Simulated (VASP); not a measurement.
All values below come from PBEsol GGA, VASP's PBE PAW potentials (set 64) (plane waves; VASP 6.6.1).

A VASP calculation is set up with these files.

### KPOINTS
```
Automatic mesh
0
Gamma
8 8 10
0 0 0
```

### INCAR
```
! general
SYSTEM   =  MnGe2
PREC     =  Accurate
ENCUT    =  400
LREAL    =  F
LASPH    =  T

! electronic loop
EDIFF    =  1E-6
NELM     =  100
ALGO     =  Normal
LMAXMIX  =  4

! smearing
ISMEAR   =  1
SIGMA    =  0.1

! functional
GGA      =  PS

! ions
IBRION   =  2
NSW      =  60
ISIF     =  3
EDIFFG   =  -0.02

! output
LWAVE    =  F
LCHARG   =  F
```

**POSCAR**
```
MnGe2
1
    4.1950321897     0.0000000522     0.0000000000
   -2.0975165199     3.6330048913    -0.0000000000
    0.0000000000     0.0000000000     2.8974040550
Mn Ge
1 2
Direct
  0.0000000000   0.0000000000   1.0000000000
  0.3333330000   0.6666670000   0.5000000000
  0.6666670000   0.3333330000   0.5000000000
```

POTCAR, in this order: Mn_pv Ge_d (PBE.64 set). Program: vasp_std.

Energy and stress use the plane-wave basis of the starting cell.

**Question.** What does the run give for the energy per atom (σ→0), volume per atom, band gap (on the k-mesh)?

**Answer.** 
energy per atom (σ→0): -5.970 eV/atom
band gap (on the k-mesh): none (metal, semimetal or under 0.01 eV)
volume per atom: 14.25 Å³/atom

OSZICAR:
```
...
DAV:   2    -0.179867830078E+02   -0.53079E-01   -0.95355E-01  3248   0.538E+00    0.265E+00
DAV:   3    -0.179131087297E+02    0.73674E-01   -0.57882E-01  3256   0.387E+00    0.385E-01
DAV:   4    -0.179105220877E+02    0.25866E-02   -0.11978E-02  3480   0.111E+00    0.102E-01
DAV:   5    -0.179104461924E+02    0.75895E-04   -0.14128E-03  3344   0.394E-01    0.475E-02
DAV:   6    -0.179104316860E+02    0.14506E-04   -0.14970E-04  3648   0.104E-01    0.191E-02
DAV:   7    -0.179104320776E+02   -0.39159E-06   -0.12801E-05  3376   0.389E-02    0.456E-03
DAV:   8    -0.179104322552E+02   -0.17760E-06   -0.49510E-07  1496   0.869E-03
  12 F= -.17910432E+02 E0= -.17910082E+02  d E =-.258834E-02
```

The structure was generated: MnGe2 was put into the AlB2 type (P6/mmm), which need not be its known phase. This run relaxes it. Symmetry was kept, so distortions that lower it aren't found. The start is the result of an earlier pass. The run is not spin-polarised, so no magnetic state was tried. The electron count is odd and the run is not spin-polarised, which forces a metal.
